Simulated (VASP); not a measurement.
Computed with AM05 GGA, VASP's PBE PAW potentials (set 64) (plane waves; VASP).

A VASP calculation is set up with these files.

### INCAR
```
SYSTEM=Ba
PREC=Accurate; ENCUT=520; LREAL=.FALSE.
LASPH=.TRUE.
EDIFF=1E-6; NELM=100; ALGO=Normal
LMAXMIX=4
ISMEAR=1; SIGMA=0.1
GGA=AM
IBRION=2; NSW=60; ISIF=3
EDIFFG=-0.01
LWAVE=.FALSE.; LCHARG=.FALSE.
```

File KPOINTS:
```
Automatic mesh
0
Gamma
 9 9 9
```

### POSCAR
```
Ba
1
   -2.5100000000     2.5100000000     2.5100000000
    2.5100000000    -2.5100000000     2.5100000000
    2.5100000000     2.5100000000    -2.5100000000
Ba
1
Direct
  0.0000000000   0.0000000000   0.0000000000
```

POTCAR, in this order: Ba_sv (PBE.64 set). Program: vasp_std.

Output

File OSZICAR:
```
       N       E                     dE             d eps       ncg     rms          rms(c)
DAV:   1     0.582135087293E+02    0.58214E+02   -0.43727E+03   630   0.916E+02
DAV:   2     0.264418121133E+00   -0.57949E+02   -0.56986E+02   781   0.150E+02
DAV:   3    -0.189688950001E+01   -0.21613E+01   -0.21552E+01   830   0.342E+01
DAV:   4    -0.194268390725E+01   -0.45794E-01   -0.45710E-01   986   0.402E+00
DAV:   5    -0.194294908340E+01   -0.26518E-03   -0.26515E-03   896   0.205E-01    0.151E+00
DAV:   6    -0.194316183925E+01   -0.21276E-03   -0.25822E-03   874   0.636E-01    0.903E-01
DAV:   7    -0.194316992357E+01   -0.80843E-05   -0.52944E-03   705   0.940E-01    0.444E-02
DAV:   8    -0.194321864365E+01   -0.48720E-04   -0.24967E-04  1060   0.975E-02    0.145E-02
DAV:   9    -0.194322301922E+01   -0.43756E-05   -0.33177E-06   849   0.203E-02    0.654E-03
DAV:  10    -0.194322330301E+01   -0.28379E-06   -0.22537E-06   631   0.145E-02
   1 F= -.19432233E+01 E0= -.19426640E+01  d E =-.194322E+01
       N       E                     dE             d eps       ncg     rms          rms(c)
DAV:   1    -0.195401412570E+01   -0.10791E-01   -0.29696E-01   633   0.444E+00    0.437E-01
DAV:   2    -0.194610627887E+01    0.79078E-02   -0.14578E-02   639   0.120E+00    0.204E-01
DAV:   3    -0.194395291025E+01    0.21534E-02   -0.14023E-02   924   0.815E-01    0.721E-02
DAV:   4    -0.194396463938E+01   -0.11729E-04   -0.54826E-05   690   0.739E-02    0.674E-02
DAV:   5    -0.194410095078E+01   -0.13631E-03   -0.12066E-04   668   0.974E-02    0.133E-02
DAV:   6    -0.194410011704E+01    0.83374E-06   -0.12029E-05   972   0.251E-02    0.904E-03
DAV:   7    -0.194410041204E+01   -0.29500E-06   -0.45999E-07   382   0.745E-03
   2 F= -.19441004E+01 E0= -.19435062E+01  d E =-.877109E-03
       N       E                     dE             d eps       ncg     rms          rms(c)
DAV:   1    -0.196679894830E+01   -0.22699E-01   -0.66874E-01   631   0.667E+00    0.659E-01
DAV:   2    -0.194889161285E+01    0.17907E-01   -0.32664E-02   635   0.179E+00    0.306E-01
DAV:   3    -0.194407061973E+01    0.48210E-02   -0.31353E-02   921   0.122E+00    0.108E-01
DAV:   4    -0.194409689032E+01   -0.26271E-04   -0.12091E-04   681   0.110E-01    0.101E-01
DAV:   5    -0.194440002663E+01   -0.30314E-03   -0.27083E-04   661   0.146E-01    0.201E-02
DAV:   6    -0.194439681715E+01    0.32095E-05   -0.28167E-05   938   0.382E-02    0.136E-02
DAV:   7    -0.194439734386E+01   -0.52671E-06   -0.10311E-06   448   0.114E-02
   3 F= -.19443973E+01 E0= -.19437848E+01  d E =-.117404E-02
       N       E                     dE             d eps       ncg     rms          rms(c)
DAV:   1    -0.194542255680E+01   -0.10257E-02   -0.29935E-02   631   0.141E+00    0.138E-01
DAV:   2    -0.194464251351E+01    0.78004E-03   -0.15037E-03   635   0.389E-01    0.644E-02
DAV:   3    -0.194442773454E+01    0.21478E-03   -0.14066E-03   913   0.259E-01    0.231E-02
DAV:   4    -0.194442852879E+01   -0.79425E-06   -0.60364E-06   666   0.245E-02
   4 F= -.19444285E+01 E0= -.19438156E+01  d E =-.120523E-02
```

### OUTCAR
```
------------------------ aborting loop because EDIFF is reached ----------------------------------------
  FORCE on cell =-STRESS in cart. coord.  units (eV):
  Direction    XX          YY          ZZ          XY          YZ          ZX
  --------------------------------------------------------------------------------------
  Total       -0.0067563     -0.0067563     -0.0067563      0.0000000      0.0000000      0.0000000
  in kB       -0.1759943     -0.1759943     -0.1759943      0.0000000      0.0000000      0.0000000
  external PRESSURE =      -0.1759943 kB  Pullay stress =       0.0000000 kB
  volume of cell :       61.51
      direct lattice vectors                 reciprocal lattice vectors
    -2.486687639  2.486687639  2.486687639     0.000000000  0.201070690  0.201070690
     2.486687639 -2.486687639  2.486687639     0.201070690  0.000000000  0.201070690
     2.486687639  2.486687639 -2.486687639     0.201070690  0.201070690  0.000000000
 POSITION                                       TOTAL-FORCE (eV/Angst)
 -----------------------------------------------------------------------------------
      0.00000      0.00000      0.00000         0.000000      0.000000      0.000000
 -----------------------------------------------------------------------------------
    total drift:                                0.000000      0.000000     -0.000000
  FREE ENERGIE OF THE ION-ELECTRON SYSTEM (eV)
  ---------------------------------------------------
  free  energy   TOTEN  =        -1.9444285288 eV

  energy  without entropy=       -1.9425898519  energy(sigma->0) =       -1.94381564

 reached required accuracy - stopping structural energy minimisation
```
(Selected blocks of OUTCAR.)

File CONTCAR:
```
Ba
   1.00000000000000
    -2.4866876388746864    2.4866876388746864    2.4866876388746864
     2.4866876388746864   -2.4866876388746864    2.4866876388746864
     2.4866876388746864    2.4866876388746864   -2.4866876388746864
  Ba
     1
Direct
     0.0000000000000000    0.0000000000000000    0.0000000000000000
```

Energy and stress use the plane-wave basis of the starting cell.

The compound is Ba in the bcc structure. This run relaxes it. Symmetry was kept, so distortions that lower it aren't found.
